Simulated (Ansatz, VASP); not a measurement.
# Cross-check of AlNi between VASP and Ansatz, part 2 of 2

Aim: how closely do two programs agree when they are given the same cell, functional and k mesh? The cell is taken from a series of runs on this material, whose earlier steps may have relaxed, scaled, displaced or heated it; both programs get it as it stands.

VASP 6.6.1 and Ansatz 0.2.0.

So far. Step 5 (Ansatz: single point, PBEsol, pair 2): The run ends at a pressure of 7.71 GPa.

### 6. VASP: single point, PBEsol, pair 2 (continued)

Level of this step: PBEsol, no spin polarisation; plane waves and PAW (Al, Ni) (VASP).

Numbers of over 12 decimals in the logs are rounded to 6 here.

From OUTCAR (step 6):

```text
  Total        1.1138794      1.1138794      1.1138794      0.0000000     -0.0000000      0.0000000
  in kB       79.3208578     79.3208578     79.3208578      0.0000000     -0.0000000      0.0000000
  external PRESSURE =      79.3208578 kB  Pullay stress =       0.0000000 kB

 POSITION                                       TOTAL-FORCE (eV/Angst)
 -----------------------------------------------------------------------------------
      0.00000      0.00000      0.00000         0.000000      0.000000      0.000000
      1.41153      1.41153      1.41153         0.000000      0.000000      0.000000
 -----------------------------------------------------------------------------------
    total drift:                                0.000000      0.000000     -0.000000

  FREE ENERGIE OF THE ION-ELECTRON SYSTEM (eV)
  ---------------------------------------------------
  free  energy   TOTEN  =       -11.5637698885 eV

  energy  without entropy=      -11.5647857196  energy(sigma->0) =      -11.56410850

[... 1 part as in an earlier step ...]

[... 2 further parts left out ...]
[key lines of the parts left out:]
E-fermi :  10.7183
```

The run ends at a pressure of 7.93 GPa.

### 7. Comparison

What differs besides the data sets and the points named for the pairs above, as far as they apply: the data sets hold 21 valence electrons in Ansatz (on its PAW soft_1 files) and 13 in VASP. Total energies have different zeros and are not compared.

The two programs side by side:

```csv
quantity,Ansatz,VASP,difference
pressure (GPa),7.71,7.93,-0.22
```

### 8. VASP: single point, PBEsol, pair 3

A single point gives forces, pressure and levels at one fixed geometry, so differences don't come from the geometry; what else differs is listed under the comparison. The cell compared in this pair holds 22.03 Å³, against 22.50 Å³ for the pair before.

The input, INCAR:

```
SYSTEM = AlNi
PREC = Accurate
ENCUT = 600
EDIFF = 1E-06
NELM = 120
ISMEAR = 1
SIGMA = 0.2
LREAL = .FALSE.
ALGO = Normal
GGA = PS
NBANDS = 12
LASPH = .TRUE.
LORBIT = 11
LWAVE = .FALSE.
LCHARG = .FALSE.
ISIF = 2
GGA_COMPAT = .FALSE.
```

The input, POSCAR:

```
AlNi
1.0
    2.8033198568      0.0000000000      0.0000000000
    0.0000000000      2.8033198568      0.0000000000
    0.0000000000      0.0000000000      2.8033198568
Al Ni
1 1
Direct
    0.0000000000      0.0000000000      0.0000000000
    0.5000000000      0.5000000000      0.5000000000
```

The input, KPOINTS:

```
Automatic mesh
0
Gamma
16 16 16
0 0 0
```

Potentials, in the order of the species: Al and Ni (PBE family, release 64).

On the command line:

```bash
$ mpirun -np 1 vasp_std
```

Output:

```text
[... set-up lines as in an earlier step ...]
 entering main loop
       N       E                     dE             d eps       ncg     rms          rms(c)
DAV:   1     0.438895979315E+02    0.43890E+02   -0.61284E+03  4024   0.130E+03
DAV:   2    -0.114559043535E+02   -0.55346E+02   -0.51070E+02  4076   0.209E+02
DAV:   3    -0.132151058315E+02   -0.17592E+01   -0.17377E+01  4724   0.433E+01
DAV:   4    -0.132402262292E+02   -0.25120E-01   -0.25112E-01  4432   0.469E+00
[...]
DAV:  11    -0.115340604019E+02   -0.86522E-06   -0.42870E-05  4516   0.564E-02    0.309E-02
DAV:  12    -0.115340585984E+02    0.18035E-05   -0.99269E-06  4716   0.555E-02    0.449E-03
DAV:  13    -0.115340584736E+02    0.12481E-06   -0.25349E-07  2348   0.701E-03
   1 F= -.11534058E+02 E0= -.11534381E+02  d E =0.968902E-03
```

From OUTCAR (step 8):

```text
  Total        1.7128107      1.7128107      1.7128107      0.0000000     -0.0000000      0.0000000
  in kB      124.5667087    124.5667087    124.5667087      0.0000000     -0.0000000      0.0000000
  external PRESSURE =     124.5667087 kB  Pullay stress =       0.0000000 kB

 POSITION                                       TOTAL-FORCE (eV/Angst)
 -----------------------------------------------------------------------------------
      0.00000      0.00000      0.00000         0.000000      0.000000      0.000000
      1.40166      1.40166      1.40166         0.000000      0.000000      0.000000
 -----------------------------------------------------------------------------------
    total drift:                                0.000000      0.000000     -0.000000

  FREE ENERGIE OF THE ION-ELECTRON SYSTEM (eV)
  ---------------------------------------------------
  free  energy   TOTEN  =       -11.5340584736 eV

  energy  without entropy=      -11.5350273753  energy(sigma->0) =      -11.53438144

[... 1 part as in an earlier step ...]

[... 2 further parts left out ...]
[key lines of the parts left out:]
E-fermi :  11.0129
```

The run ends at a pressure of 12.46 GPa.

### 9. Ansatz: single point, PBEsol, pair 3

The same cell, functional, mesh and smearing now go to Ansatz, which takes its cutoff from its data sets.

The cell is taken from a series of runs on this material, whose earlier steps may have relaxed, scaled, displaced or heated it; both programs get it as it stands.

The input, input.yaml:

```yaml
crystal:
  lattice:
    - [2.8033198568, 0.0, 0.0]
    - [0.0, 2.8033198568, 0.0]
    - [0.0, 0.0, 2.8033198568]
  atoms:
    - { symbol: Al, position: [0.0, 0.0, 0.0] }
    - { symbol: Ni, position: [0.5, 0.5, 0.5] }
kpoints:
  mp_grid: { grid: [16, 16, 16] }
hamiltonian:
  xc: pbesol
  pseudopotentials: { kind: paw, azcp: { folder: soft_1 }, xc_functional: pbe }
scf:
  occupations: { method: methfessel_paxton, width: 0.2 }
output:
  forces: true
  stress: true
  eigenvalues: true
```

On the command line:

```bash
$ ansatz run input.yaml --threads 4 --pin off --max-ram 10240MiB --backend cpu --events-out ev --progress --plain --runs-dir out
```

Output:

```text
[...]
Crystal: 2 atoms, lattice volume = 22.030 Å³
Basis set: ecut = 420 eV, 437 PW (Γ), exchange–correlation on 40×40×40 points (8 copies of the dense FFT grid, shifted against one another)
Bands: 15, of which v1, the nominal top of the filled ones, is band 11 counted from 1 (10 counted from 0)
Symmetry: 48 space group operations
[...]
k-points: 165 of 4096
[...]
--- Band table (eV; the first three rows and the last of 165) ---
  k-point 0: bands = [... 7 lower, 13.4790, 13.4790, 13.4790, 21.0115, 21.0115, 21.0115, 23.5681, 23.5681]
  k-point 1: bands = [... 7 lower, 13.4435, 13.4435, 13.4829, 20.1718, 21.1123, 21.1123, 23.5667, 24.3456]
  k-point 2: bands = [... 7 lower, 13.3454, 13.3454, 13.4940, 18.7323, 21.4067, 21.4067, 23.5628, 25.5783]
  k-point 164: bands = [... 7 lower, 14.1115, 14.1115, 17.0566, 17.0566, 17.0566, 19.6480, 20.0383, 20.0383]
[key lines of the parts left out:]
SCF converged after 8 iterations
Free energy (F): -6330.823684 eV
Fermi energy:    15.179448 eV
P = ⅓ Tr σ = 12.2385 GPa (122.385 kbar)
```

The run ends at a pressure of 12.24 GPa.

### 10. Side by side

What differs besides the data sets and the points named for the pairs above, as far as they apply: the data sets hold 21 valence electrons in Ansatz (on its PAW soft_1 files) and 13 in VASP. Total energies have different zeros and are not compared.

Both answers:

```csv
quantity,Ansatz,VASP,difference
pressure (GPa),12.24,12.46,-0.22
```

### 11. Results

- difference in pressure (single point, PBEsol, pair 1): -0.19 GPa
- difference in pressure (single point, PBEsol, pair 2): -0.22 GPa
- difference in pressure (single point, PBEsol, pair 3): -0.22 GPa

What this shows: The difference in pressure is -0.22 GPa (single point, PBEsol, pair 2), within the 1 GPa picked in this series as the mark of a large difference. The data sets hold unlike numbers of valence electrons (21 in Ansatz and 13 in VASP), so part of the differences comes from the potentials. 5 further runs of this series are not shown here. How closely two codes agree says nothing of how well the functional describes the real material.

[Lines on the potential files, build, host, timing and source positions are cut from VASP's logs without a mark.]

[Logs are printed without paths, hosts, clocks, repeated set-up lines and the standing remarks that a program may print on its own settings, such as how far it seeks lower states.]

[Hosts, paths, dates, database ids (printed as entryN), source tags and the programs' standing remarks are cut or masked in the printed files.]
